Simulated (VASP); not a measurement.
Consider the following.

```
AlCo
1.0
    2.82182     0.00000     0.00000
    0.00000     2.82182     0.00000
    0.00000     0.00000     2.82182
Al Co
1 1
Direct
  0.50000   0.50000   0.50000
  0.00000   0.00000   0.00000
```

Calculation: PBE GGA with D4 dispersion, VASP's PBE PAW potentials (set 64) (plane waves; VASP). Numerical set-up: 520 eV cut-off, 14×14×14 Γ-centred mesh, tetrahedra with Blöchl corrections, potentials Al Co.

Task: Tabulate the total density of states (states/eV per cell) against energy (eV; zero at the valence-band maximum or, without a gap, the Fermi level).

Result: 
```
E (eV) | DOS (states/eV)
    -9.99 | # 0.18
    -9.64 | # 0.20
    -9.29 | # 0.23
    -8.94 | # 0.25
    -8.59 | ## 0.28
    -8.24 | ## 0.30
    -7.89 | ## 0.34
    -7.54 | ## 0.37
    -7.19 | ## 0.42
    -6.84 | ### 0.47
    -6.61 | ### 0.49
    -6.26 | ### 0.53
    -5.91 | ### 0.60
    -5.56 | #### 0.69
    -5.21 | ### 0.59
    -4.86 | ### 0.59
    -4.51 | #### 0.66
    -4.16 | ##### 0.87
    -3.81 | ########### 2.01
    -3.46 | ####### 1.35
    -3.11 | ############ 2.15
    -2.76 | ############# 2.44
    -2.41 | ####### 1.35
    -2.06 | ################# 3.10
    -1.71 | ################# 3.18
    -1.36 | ############################## 5.49
    -1.01 | ################# 3.14
    -0.67 | ### 0.56
    -0.32 | ## 0.29
     0.03 | #### 0.77
     0.27 | ########## 1.91
     0.62 | ###### 1.02
     0.97 | #### 0.73
     1.32 | ### 0.57
     1.67 | ## 0.45
     2.02 | ## 0.31
     2.37 | # 0.22
     2.71 | ## 0.38
     3.06 | ### 0.58
     3.41 | ##### 0.86
```
Within 2 eV below the Fermi level the largest weight inside VASP's projection spheres is Co d.

The compound is CoAl in the CsCl type structure. It was relaxed first. The run is not spin-polarised, so no magnetic state was tried.
